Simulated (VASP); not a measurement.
These are PBEsol GGA, VASP's PBE PAW potentials (set 64) (plane waves; VASP) values and carry that method's errors.

The input files of a VASP run:

**POSCAR**
```
WS2
1
    1.5105276116    -2.6163104947    -0.0000000000
    1.5105276116     2.6163104947     0.0000000000
   -0.0000000000     0.0000000000    11.0503169001
W S
2 4
Direct
  0.3333330000   0.6666670000   0.2500000000
  0.6666670000   0.3333330000   0.7500000000
  0.3333330000   0.6666670000   0.8933384159
  0.6666670000   0.3333330000   0.3933384159
  0.6666670000   0.3333330000   0.1066615841
  0.3333330000   0.6666670000   0.6066615841
```

### INCAR
```
SYSTEM = WS2
PREC = Accurate
ENCUT = 500
EDIFF = 1E-6
NELM = 100
ALGO = Normal
LREAL = .FALSE.
LASPH = .TRUE.
ISMEAR = 0
SIGMA = 0.05
GGA = PS
LMAXMIX = 6
LWAVE = .FALSE.
LCHARG = .FALSE.
IBRION = 2
ISIF = 3
NSW = 40
EDIFFG = -0.02
PSTRESS = 200
```

File KPOINTS:
```
Automatic mesh
0
gamma
8 8 2
0 0 0
```

POTCAR, in this order: W_sv S (PBE.64 set). Program: vasp_std.

The run wrote:

### OSZICAR
```
       N       E                     dE             d eps       ncg     rms          rms(c)
DAV:   1     0.529444471626E+03    0.52944E+03   -0.28464E+04  1344   0.168E+03
DAV:   2    -0.127058574795E+02   -0.54215E+03   -0.53106E+03  1425   0.468E+02
DAV:   3    -0.508648363672E+02   -0.38159E+02   -0.37418E+02  1553   0.107E+02
DAV:   4    -0.518332543046E+02   -0.96842E+00   -0.96464E+00  1569   0.171E+01
DAV:   5    -0.518502590734E+02   -0.17005E-01   -0.17000E-01  1485   0.244E+00    0.466E+01
DAV:   6    -0.499780750600E+02    0.18722E+01   -0.80524E+00  1493   0.179E+01    0.208E+01
DAV:   7    -0.497619626432E+02    0.21611E+00   -0.31111E+00  1504   0.806E+00    0.604E+00
DAV:   8    -0.496456508761E+02    0.11631E+00   -0.68931E-01  1521   0.481E+00    0.268E+00
DAV:   9    -0.496467801427E+02   -0.11293E-02   -0.58325E-02  1600   0.123E+00    0.136E+00
DAV:  10    -0.496425625086E+02    0.42176E-02   -0.35162E-02  1543   0.118E+00    0.465E-01
DAV:  11    -0.496423692376E+02    0.19327E-03   -0.23036E-03  1504   0.296E-01    0.118E-01
DAV:  12    -0.496423715110E+02   -0.22734E-05   -0.17661E-04  1553   0.798E-02    0.907E-02
DAV:  13    -0.496423700864E+02    0.14246E-05   -0.17816E-05  1514   0.269E-02    0.300E-02
DAV:  14    -0.496423689012E+02    0.11852E-05   -0.40332E-06  1240   0.108E-02    0.147E-02
DAV:  15    -0.496423685457E+02    0.35554E-06   -0.14662E-06  1008   0.808E-03
   1 F= -.38739467E+02 E0= -.38739467E+02  d E =-.387395E+02
```

File OUTCAR:
```
------------------------ aborting loop because EDIFF is reached ----------------------------------------
  FORCE on cell =-STRESS in cart. coord.  units (eV):
  Direction    XX          YY          ZZ          XY          YZ          ZX
  --------------------------------------------------------------------------------------
  Total       10.9495687     10.9495681     10.9015589      0.0000000      0.0000000      0.0000000
  in kB      200.8560494    200.8560379    199.9753697      0.0000000      0.0000000      0.0000000
  external PRESSURE =       0.5624856 kB  Pullay stress =     200.0000000 kB
  volume of cell :       87.34
      direct lattice vectors                 reciprocal lattice vectors
     1.510527612 -2.616310495  0.000000000     0.331010169 -0.191108816  0.000000000
     1.510527612  2.616310495  0.000000000     0.331010169  0.191108816  0.000000000
     0.000000000  0.000000000 11.050316900     0.000000000  0.000000000  0.090495142
 POSITION                                       TOTAL-FORCE (eV/Angst)
 -----------------------------------------------------------------------------------
      1.51053      0.87211      2.76258        -0.000000     -0.000000     -0.000000
      1.51053     -0.87211      8.28774        -0.000000      0.000000     -0.000000
      1.51053      0.87211      9.87167        -0.000000      0.000000     -0.004766
      1.51053     -0.87211      4.34651         0.000000     -0.000000     -0.004766
      1.51053     -0.87211      1.17864         0.000000     -0.000000      0.004766
      1.51053      0.87211      6.70380         0.000000      0.000000      0.004766
 -----------------------------------------------------------------------------------
    total drift:                                0.000000      0.001050     -0.000034
  FREE ENERGIE OF THE ION-ELECTRON SYSTEM (eV)
  ---------------------------------------------------
  free  energy   TOTEN  =       -49.6423685457 eV

  energy  without entropy=      -49.6423685386  energy(sigma->0) =      -49.64236854
  enthalpy is  TOTEN    =       -38.7394669238 eV   P V=       10.9029016219

 reached required accuracy - stopping structural energy minimisation
```
(Selected blocks of OUTCAR.)

**OUTCAR**
```
 val. band max:       10.5221731681   @ k =   0.0000   0.0000   0.0000

 cond. band min:      10.8721793126   @ k =   0.2500   0.1250   0.0000


 Fermi energy:        10.6886208674

 k-point     1 :       0.0000    0.0000    0.0000
  band No.  band energies     occupation
      1     -64.2573      2.00000
      2     -64.2573      2.00000
      3     -28.6618      2.00000
      4     -28.6612      2.00000
      5     -28.3092      2.00000
      6     -28.3092      2.00000
      7     -28.3092      2.00000
      8     -28.3092      2.00000
      9      -6.6143      2.00000
     10      -5.6859      2.00000
     11      -5.2512      2.00000
     12      -3.6289      2.00000
     13       1.0587      2.00000
     14       3.5185      2.00000
     15       5.0931      2.00000
     16       6.6333      2.00000
     17       6.6333      2.00000
     18       6.6891      2.00000
     19       6.6891      2.00000
     20       7.9446      2.00000
     21       7.9447      2.00000
     22       8.1877      2.00000
     23       8.1878      2.00000
     24       8.2234      2.00000
     25       9.6854      2.00000
     26      10.5222      2.00000
     27      12.3598      0.00000
     28      12.3598      0.00000
     29      12.6550      0.00000
     30      12.6692      0.00000
     31      12.6839      0.00000

 k-point     2 :       0.1250   -0.0000    0.0000
  band No.  band energies     occupation
      1     -64.2521      2.00000
      2     -64.2521      2.00000
      3     -28.6453      2.00000
      4     -28.6448      2.00000
      5     -28.3973      2.00000
      6     -28.3973      2.00000
      7     -28.3292      2.00000
      8     -28.3292      2.00000
      9      -6.3031      2.00000
     10      -5.3697      2.00000
     11      -5.0777      2.00000
     12      -3.5500      2.00000
     13       1.4292      2.00000
     14       3.8837      2.00000
     15       4.7584      2.00000
     16       5.8586      2.00000
     17       6.0031      2.00000
...
```

Without a dispersion term in the relaxation, distances and binding between the weakly bound layers, chains or molecules are unreliable, and so is what depends on them. Unless said otherwise, spin-orbit coupling is left out, though it shifts the bands of the heavy elements here.

The compound is WS2 in the 2H layered structure. It was relaxed first under an external pressure of 20 GPa.
